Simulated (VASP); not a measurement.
# BaOs (Pm-3m) in VASP: a series of runs

The runs below take BaOs through single point, with PBEsol.

All numbers are computed with VASP 6.6.1; they aren't measurements. Logs are shortened: lines on timing, memory, paths and dates and some standing lists are left out, and cuts for length are marked.

### Step 1. Starting point

Symmetry: Pm-3m, No. 221, cubic system. Conventional cell: a = 3.891 Å, b = 3.891 Å, c = 3.891 Å, α = 90.00°, β = 90.00°, γ = 90.00°. Around Ba (site symmetry m-3m) lie 8 Os at 3.37 Å. Around Os (site symmetry m-3m) lie 8 Ba at 3.37 Å.

The cell comes from a database or a generator and needn't be the stable form of this composition.

### Step 2. Single point, PBEsol

The input, INCAR:

```
ALGO = Normal ; EDIFF = 1E-6
ENCUT = 520 ; GGA = PS
ISIF = 2 ; ISMEAR = 0
LASPH = T ; LCHARG = F
LREAL = F ; LWAVE = F
NBANDS = 16 ; NELM = 80
PREC = Accurate ; SIGMA = 0.05
```

The input, KPOINTS:

```
k-points
0
Gamma
  8 8 8
```

The input, POSCAR:

```
BaOs
1.0
    3.8908914018      0.0000000000      0.0000000000
    0.0000000000      3.8908914018      0.0000000000
    0.0000000000      0.0000000000      3.8908914018
Ba Os
1 1
Direct
    0.0000000000      0.0000000000      0.0000000000
    0.5000000000      0.5000000000      0.5000000000
```

Potentials or basis: VASP PAW PBE potentials, release 64 (Ba_sv, Os).

Run with:

```console
$ cat potpaw_PBE.64/Ba_sv/POTCAR potpaw_PBE.64/Os/POTCAR > POTCAR
$ mpirun -np 1 vasp_std > vasp.out
```

OUTCAR:

```text
EDIFF = 1E-6
   ENCUT = 520
   GGA = PS
   ISIF = 2
   ISMEAR = 0
   LASPH = T
   LREAL = F
   NELM = 80
   PREC = Accurate

 ion  position               nearest neighbor table
   1  0.000  0.000  0.000-   2 3.37   2 3.37   2 3.37   2 3.37   2 3.37   2 3.37   2 3.37   2 3.37

   2  0.500  0.500  0.500-   1 3.37   1 3.37   1 3.37   1 3.37   1 3.37   1 3.37   1 3.37   1 3.37

  LATTYP: Found a simple cubic cell.
 ALAT       =     3.8908914018

  Lattice vectors:

 A1 = (   3.8908914018,   0.0000000000,   0.0000000000)
 A2 = (   0.0000000000,   3.8908914018,   0.0000000000)
 A3 = (   0.0000000000,   0.0000000000,   3.8908914018)

Analysis of symmetry for initial positions (statically):
=====================================================================
 Subroutine PRICEL returns:
 Original cell was already a primitive cell.

 Routine SETGRP: Setting up the symmetry group for a
 simple cubic supercell.

 Subroutine GETGRP returns: Found 48 space group operations
 (whereof 48 operations were pure point group operations)
 out of a pool of 48 trial point group operations.

The static configuration has the point symmetry O_h .

Analysis of symmetry for dynamics (positions and initial velocities):
=====================================================================
 Subroutine PRICEL returns:
 Original cell was already a primitive cell.

 Routine SETGRP: Setting up the symmetry group for a
 simple cubic supercell.

 Subroutine GETGRP returns: Found 48 space group operations
 (whereof 48 operations were pure point group operations)
 out of a pool of 48 trial point group operations.

The dynamic configuration has the point symmetry O_h .

 Subroutine INISYM returns: Found 48 space group operations
 (whereof 48 operations are pure point group operations),
 and found     1 'primitive' translations

----------------------------------------------------------------------------------------

                                     Primitive cell

  volume of cell :      58.9043

  direct lattice vectors                    reciprocal lattice vectors
     3.890891402  0.000000000  0.000000000     0.257010514  0.000000000  0.000000000
     0.000000000  3.890891402  0.000000000     0.000000000  0.257010514  0.000000000
     0.000000000  0.000000000  3.890891402     0.000000000  0.000000000  0.257010514

  length of vectors
     3.890891402  3.890891402  3.890891402     0.257010514  0.257010514  0.257010514

  position of ions in fractional coordinates (direct lattice)
     0.000000000  0.000000000  0.000000000
     0.500000000  0.500000000  0.500000000

  ion indices of the primitive-cell ions
   primitive index   ion index
                 1           1
                 2           2

----------------------------------------------------------------------------------------

 KPOINTS: k-points

Automatic generation of k-mesh.
 Grid dimensions read from file:
 generate k-points for:    8    8    8

 Generating k-lattice:

  Cartesian coordinates                     Fractional coordinates (reciprocal lattice)
     0.032126314  0.000000000  0.000000000     0.125000000  0.000000000  0.000000000
     0.000000000  0.032126314  0.000000000     0.000000000  0.125000000  0.000000000
     0.000000000  0.000000000  0.032126314     0.000000000  0.000000000  0.125000000

  Length of vectors
     0.032126314  0.032126314  0.032126314

  Shift w.r.t. Gamma in fractional coordinates (k-lattice)
     0.000000000  0.000000000  0.000000000

 Subroutine IBZKPT returns following result:
 ===========================================

 Found     35 irreducible k-points:

 Following reciprocal coordinates:
            Coordinates               Weight
  0.000000  0.000000  0.000000      1.000000
  0.125000  0.000000  0.000000      6.000000
  0.250000  0.000000  0.000000      6.000000
  0.375000  0.000000  0.000000      6.000000
  0.500000  0.000000  0.000000      3.000000
  0.125000  0.125000  0.000000     12.000000
[... 16 lines left out ...]
  0.375000  0.375000  0.125000     24.000000
  0.500000  0.375000  0.125000     24.000000
 [... further k-points ...]
   k-points           NKPTS =     35   k-points in BZ     NKDIM =     35   number of bands    NBANDS=     16
   number of dos      NEDOS =    301   number of ions     NIONS =      2
   total plane-waves  NPLWV =  27000
   dimension x,y,z NGX =    30 NGY =   30 NGZ =   30
   dimension x,y,z NGXF=    60 NGYF=   60 NGZF=   60
   ions per type =               1   1
   NGX,Y,Z   is equivalent  to a cutoff of  12.82, 12.82, 12.82 a.u.
   NGXF,Y,Z  is equivalent  to a cutoff of  25.64, 25.64, 25.64 a.u.
 SYSTEM =  unknown system
   PREC   = accura    normal or accurate (medium, high low for compatibility)
   ISTART =      0    job   : 0-new  1-cont  2-samecut
   ICHARG =      2    charge: 1-file 2-atom 10-const
   ISPIN  =      1    spin polarized calculation?
   LNONCOLLINEAR =      F non collinear calculations
   LSORBIT =      F    spin-orbit coupling
   LASPH  =      T    aspherical Exc in radial PAW
   ENCUT  =  520.0 eV  38.22 Ry    6.18 a.u.   7.23  7.23  7.23*2*pi/ulx,y,z
   NELM   =     80;   NELMIN=  2; NELMDL= -5     # of ELM steps
   EDIFF  = 0.1E-05   stopping-criterion for ELM
   LREAL  =      F    real-space projection
   EDIFFG = 0.1E-04   stopping-criterion for IOM
   NSW    =      0    number of steps for IOM
   IBRION =     -1    ionic relax: 0-MD 1-quasi-New 2-CG
   NFREE  =      0    steps in history (QN), initial steepest desc. (CG)
   ISIF   =      2    stress and relaxation
   ISYM   =      2    0-nonsym 1-usesym 2-fastsym
   POTIM  = 0.5000    time-step for ionic-motion
   TEBEG  =    0.0;   TEEND  =   0.0 temperature during run
   PSTRESS=    0.0 pullay stress
   NELECT =      18.0000    total number of electrons
   NUPDOWN=      -1.0000    fix difference up-down
   EMIN   =  10.00;   EMAX   =-10.00  energy-range for DOS
   EFERMI =   0.00;   METHOD = LEGACY
   ISMEAR =     0;   SIGMA  =   0.05  broadening in eV -4-tet -1-fermi 0-gaus
   EFERMI_NEDOS =   21; number of points for ismear=-14 and -15
   IALGO  =     38    algorithm
   IMIX   =      4    mixing-type and parameters
     AMIX     =   0.40;   BMIX     =  1.00
     AMIX_MAG =   1.60;   BMIX_MAG =  1.00
  volume/ion in A,a.u.               =      29.45       198.75
  Fermi-wavevector in a.u.,A,eV,Ry     =   1.102681  2.083765 16.543397  1.215905
  Thomas-Fermi vector in A             =   2.239128
   LORBIT       =      0    0 simple, 1 ext, 2 COOP (PROOUT), +10 PAW based schemes
   GGA     = PS    functional components
   LHFCALC =     F    Hartree Fock is set to
   AEXX    =    0.0000 exact exchange contribution
   IVDW    =     0    specifies the selected vdW correction
   LEPSILON=     F    determine dielectric tensor
   LRPA    =     F    only Hartree local field effects (RPA)
 non-spin polarized calculation
 Gauss-broadening in eV      SIGMA  =   0.05
  energy-cutoff  :      520.00
  volume of cell :       58.90
 maximum number of plane-waves:      1622
 NGX is ok and might be reduce to    30
   NGX = 15   NGY = 15   NGZ = 15

 number of electron      18.0000003 magnetization

 Free energy of the ion-electron system (eV)
  ---------------------------------------------------
  ext. energy  EPLUGINS =         0.00000000
  ---------------------------------------------------
  free energy    TOTEN  =       -10.87766493 eV

  energy without entropy =      -10.86793810  energy(sigma->0) =      -10.87280151

 E-fermi :   2.6713     XC(G=0): -10.2396

 val. band max:        2.6635753561   @ k =   0.2500   0.1250   0.1250
 cond. band min:       2.6772739727   @ k =   0.2500   0.2500   0.0000
 fundamental gap:      0.0136986166
 Fermi energy:         2.6713447769

 k-point     1 :       0.0000    0.0000    0.0000
  band No.  band energies     occupation
      1     -23.8646      2.00000
      2      -8.7545      2.00000
      3      -8.7545      2.00000
      4      -8.7545      2.00000
      5      -1.3373      2.00000
      6       0.7835      2.00000
[... 8 lines left out ...]
     15      10.1632      0.00000
     16      10.6041      0.00000

 k-point     2 :       0.1250    0.0000    0.0000
  band No.  band energies     occupation
      1     -23.8521      2.00000
      2      -8.9354      2.00000
      3      -8.7458      2.00000
      4      -8.7458      2.00000
      5      -1.0394      2.00000
      6       0.8646      2.00000
[... 8 lines left out ...]
     15       9.4276      0.00000
     16      10.4740      0.00000

 k-point     3 :       0.2500    0.0000    0.0000
  band No.  band energies     occupation
      1     -23.8216      2.00000
      2      -9.3325      2.00000
      3      -8.7248      2.00000
      4      -8.7248      2.00000
      5      -0.2632      2.00000
      6       1.0823      2.00000
[... 8 lines left out ...]
     15       9.0664      0.00000
     16      10.1695      0.00000

 k-point     4 :       0.3750    0.0000    0.0000
  band No.  band energies     occupation
      1     -23.7907      2.00000
      2      -9.6868      2.00000
      3      -8.7036      2.00000
      4      -8.7036      2.00000
      5       0.7454      2.00000
      6       1.3438      2.00000
[... 8 lines left out ...]
     15       9.8759      0.00000
     16      10.2833      0.00000
[... 324 lines left out ...]
 k-point    22 :       0.5000    0.2500    0.1250
  band No.  band energies     occupation
      1     -23.7305      2.00000
      2      -9.6639      2.00000
      3      -9.1307      2.00000
      4      -8.7730      2.00000
      5       0.6798      2.00000
      6       1.6527      2.00000
[... 8 lines left out ...]
     15       9.5005      0.00000
     16      11.7108      0.00000

 k-point    23 :       0.3750    0.3750    0.1250
  band No.  band energies     occupation
      1     -23.7154      2.00000
      2      -9.4798      2.00000
      3      -9.4331      2.00000
      4      -8.7477      2.00000
      5       0.3661      2.00000
      6       1.5546      2.00000
[... 8 lines left out ...]
     15       9.5197      0.00000
     16      11.2364      0.00000

 k-point    24 :       0.5000    0.3750    0.1250
  band No.  band energies     occupation
      1     -23.7042      2.00000
      2      -9.5742      2.00000
      3      -9.4215      2.00000
      4      -8.7300      2.00000
      5       0.2341      2.00000
      6       1.4899      2.00000
[... 8 lines left out ...]
     15       9.8281      0.00000
     16      10.8917      0.00000

 [... further k-points ...]

------------------------ aborting loop because EDIFF is reached ----------------------------------------

  FORCE on cell =-STRESS in cart. coord.  units (eV):
  Direction    XX          YY          ZZ          XY          YZ          ZX
  --------------------------------------------------------------------------------------
  -------------------------------------------------------------------------------------
  Total       -2.5603443     -2.5603443     -2.5603443      0.0000000     -0.0000000      0.0000000
  in kB      -69.6404590    -69.6404590    -69.6404590      0.0000000     -0.0000000      0.0000000
  external PRESSURE =     -69.6404590 kB  Pullay stress =       0.0000000 kB

 VOLUME and BASIS-vectors are now :
 -----------------------------------------------------------------------------
  energy-cutoff  :      520.00
  volume of cell :       58.90
      direct lattice vectors                 reciprocal lattice vectors
     3.890891402  0.000000000  0.000000000     0.257010514  0.000000000  0.000000000
     0.000000000  3.890891402  0.000000000     0.000000000  0.257010514  0.000000000
     0.000000000  0.000000000  3.890891402     0.000000000  0.000000000  0.257010514

 POSITION                                       TOTAL-FORCE (eV/Angst)
 -----------------------------------------------------------------------------------
      0.00000      0.00000      0.00000         0.000000      0.000000      0.000000
      1.94545      1.94545      1.94545         0.000000      0.000000      0.000000
 -----------------------------------------------------------------------------------
    total drift:                                0.000000      0.000000     -0.000000

  FREE ENERGIE OF THE ION-ELECTRON SYSTEM (eV)
  ---------------------------------------------------
  free  energy   TOTEN  =       -10.8776649257 eV

  energy  without entropy=      -10.8679380953  energy(sigma->0) =      -10.87280151
```

It took 63 s on 1 thread of Intel Xeon Platinum 8175M at 2.50GHz (Skylake/Cascade Lake), shared host; peak memory 0.19 GiB.

What came out:

| Item | Value |
| --- | --- |
| Free energy | -10.8777 eV |
| Pressure | -7.0 GPa |
| Band gap on the k mesh | none (metal or under the smearing width) |

Caveat: the PAW data sets were made with another functional, which shifts forces and pressure a little.

### Step 3. Single point, PBEsol

This run uses another cell than the first one, of 23.86 Å³/atom, 0.810 times its volume.

The input, INCAR:

```
SYSTEM = BaOs
PREC = Accurate ; ENCUT = 520
EDIFF = 1E-6 ; ISMEAR = 0
SIGMA = 0.05 ; LREAL = .FALSE.
LASPH = .TRUE. ; NELM = 80
ALGO = Normal ; ISIF = 2
LWAVE = .FALSE. ; LCHARG = .TRUE.
GGA = PS ; LELF = .TRUE.
LVHAR = .TRUE. ; NBANDS = 16
```

The input, KPOINTS:

```
regular mesh
0
G
  8 8 8
  0 0 0
```

The input, POSCAR:

```
BaOs
1.0
    3.6269712723      0.0000000000      0.0000000000
    0.0000000000      3.6269712723      0.0000000000
    0.0000000000      0.0000000000      3.6269712723
Ba Os
1 1
Direct
    0.0000000000      0.0000000000      0.0000000000
    0.5000000000      0.5000000000      0.5000000000
```

Potentials or basis: VASP PAW PBE potentials, release 64 (Ba_sv, Os).

Run with:

```console
$ cat potpaw_PBE.64/Ba_sv/POTCAR potpaw_PBE.64/Os/POTCAR > POTCAR
$ mpirun -np 1 vasp_std > vasp.out
```

Wall time 35 s (1 thread of Intel Xeon Platinum 8175M at 2.50GHz (Skylake/Cascade Lake), shared host); peak memory 0.17 GiB.

It converged, with:

* Free energy: -11.0935 eV
* Pressure: 2.9 GPa
* Band gap on the k mesh: none (metal or under the smearing width)

Levels at points of the mesh, in eV from the Fermi level:
```csv
k point,band 5,band 6,band 7,band 8,band 9,band 10,band 11,band 12,band 13,band 14
"(0.00, 0.00, 0.00)",-4.27,-2.84,-2.84,-0.33,-0.33,-0.33,4.18,4.18,8.99,8.99
"(0.50, 0.00, 0.00)",-1.88,-0.96,-0.20,-0.08,-0.08,0.01,1.26,1.90,3.75,3.75
"(0.50, 0.50, 0.00)",-3.73,-1.95,-1.39,-1.39,0.74,0.88,4.31,4.31,5.09,8.32
"(0.50, 0.50, 0.50)",-0.21,-0.21,-0.21,-0.02,-0.02,-0.02,0.80,0.80,2.19,10.82
```

Caveat: the PAW data sets were made with another functional, which shifts forces and pressure a little.
